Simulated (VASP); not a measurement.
A run of VASP 6.6.1:

Contents of INCAR:

```
SYSTEM = Be4TeSe3
PREC = Normal ; ENCUT = 520
EDIFF = 1E-4 ; ISMEAR = 0
SIGMA = 0.15 ; LREAL = .False.
LASPH = .True. ; NELM = 60
ALGO = Fast ; ISIF = 3
LWAVE = .False. ; LCHARG = .False.
GGA = PE ; IBRION = 2
NSW = 24 ; EDIFFG = -0.08
```

KPOINTS

```
Automatic mesh
0
Gamma
  4 4 2
  0 0 0
```

File POSCAR:

```
Be4TeSe3
1.0
    3.4998792200      0.0000000000      0.0000000000
    0.0000000000      3.4998792200      0.0000000000
    0.0000000000      0.0000000000     12.1951006600
Be Te Se
4 1 3
Direct
    0.5000000000      0.0000000000      0.0030040000
    0.5000000000      0.0000000000      0.4863730100
    0.0000000000      0.5000000000      0.0030040000
    0.0000000000      0.5000000000      0.4863730100
    0.5000000000      0.5000000000      0.4001060100
    0.5000000000      0.5000000000      0.8616139900
    0.0000000000      0.0000000000      0.1441340000
    0.0000000000      0.0000000000      0.6153920300
```

Potentials or basis: VASP PAW PBE potentials, release 64 (Be, Te, Se).

The run is started by

```bash
$ cat potpaw_PBE.64/Be/POTCAR potpaw_PBE.64/Te/POTCAR potpaw_PBE.64/Se/POTCAR > POTCAR
$ mpirun -np 1 vasp_std > vasp.out
```

Hardware: 1 thread of Intel(R) Xeon(R) Platinum 8259CL CPU @ 2.50GHz (Skylake/Cascade Lake), with other jobs on the host.

How long does it take, and how much memory?

It took 5.4 min on 1 thread of Intel(R) Xeon(R) Platinum 8259CL CPU @ 2.50GHz (Skylake/Cascade Lake), with other jobs on the host, peak memory 0.2 GiB. Counts: scf iterations 135, k points 12, ion steps 23.
